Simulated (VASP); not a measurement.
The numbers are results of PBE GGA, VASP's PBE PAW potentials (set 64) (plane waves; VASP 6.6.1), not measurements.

A VASP calculation is set up with these files.

**INCAR**
```
SYSTEM  =  TiGe2
PREC  =  Accurate; ENCUT  =  300; LREAL  =  .FALSE.
LASPH  =  .TRUE.
EDIFF  =  1E-6; NELM  =  100; ALGO  =  Normal
LMAXMIX  =  4
ISMEAR  =  0; SIGMA  =  0.2
GGA  =  PE
ISIF  =  2
LWAVE  =  .FALSE.; LCHARG  =  .FALSE.
```

KPOINTS:
```
Automatic
0
Gamma
 8 8 8
```

**POSCAR**
```
TiGe2
4.0978740
 -0.4085730796   0.4085730796   1.0000000000
  0.4085730796  -0.4085730796   1.0000000000
  0.4085730796   0.4085730796  -1.0000000000
Ti Ge
1 2
direct
  0.0000000000   0.0000000000   0.0000000000
  0.3353000000   0.3353000000   0.0000000000
  0.6647000000   0.6647000000   0.0000000000
```

POTCAR, in this order: Ti_sv Ge_d (PBE.64 set). Program: vasp_std.

### Question
What will the output report for the number of irreducible k-points (NKPTS), largest plane-wave count, number of space-group operations, FFT grid (NGX, NGY, NGZ)?

### Answer

```json
{
  "number of irreducible k-points (NKPTS)": "59",
  "largest_plane_wave_count": "559",
  "number_of_space_group_operations": "16",
  "FFT grid (NGX, NGY, NGZ)": "28 × 28 × 28"
}
```

The structure was generated: TiGe2 was put into an ordered model structure, which need not be its known phase. The cell was not relaxed at this level. The k-mesh is coarse (spacing up to 0.33 per Å, 2π included), so the numbers may not be converged in it.
